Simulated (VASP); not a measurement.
Al3Sc (L1_2) is relaxed at rising pressure, each step from the one before. Symmetry mostly holds the structure type, and other phases were not tried. The mesh follows the cell, and a change of mesh leaves a small step in the series.

Here is the system:

Al3Sc is taken in the cubic space group Pm-3m (No. 221), the Cu3Au type structure, Pearson symbol cP4. Lattice parameters: a = b = c = 4.1064 Å, α = β = γ = 90.00°. Sc on 1a is coordinated by 12 Al at 2.904 Å and 6 Sc at 4.106 Å. Al on 3c is surrounded by 8 Al at 2.904 Å and 4 Sc at 2.904 Å (cuboctahedral). (Neighbours: up to the widest gap in distance over summed covalent radii, below 1.35, at either atom.)

Computed with PBE GGA, VASP's PBE PAW potentials (set 64) (plane waves; VASP). Settings: 500 eV cut-off, 8×8×8 Γ-centred mesh, first-order Methfessel-Paxton smearing of 0.10 eV, potentials Sc_sv Al.

```tsv
P (GPa)	V (Å³/atom)	H − H(0) (eV/atom)	space group	gap on the mesh (eV)	k-mesh
0	17.31	0.000	Pm-3m	0.00	8×8×8
5	16.43	0.526	Pm-3m	0.00	8×8×8
10	…	…	Pm-3m	0.00	8×8×8
20	14.69	1.976	Pm-3m	0.00	8×8×8
30	13.89	2.866	Pm-3m	0.00	8×8×8
45	…	…	Pm-3m	0.00	8×8×8
```

Q: What belongs in the gaps?

A: 
- 10, V (Å³/atom): 15.74
- 10, H − H(0) (eV/atom): 1.028
- 45, V (Å³/atom): 12.95
- 45, H − H(0) (eV/atom): 4.120

Pressures at which the relaxation failed are left out.

The compound is Al3Sc in the L1_2 structure.
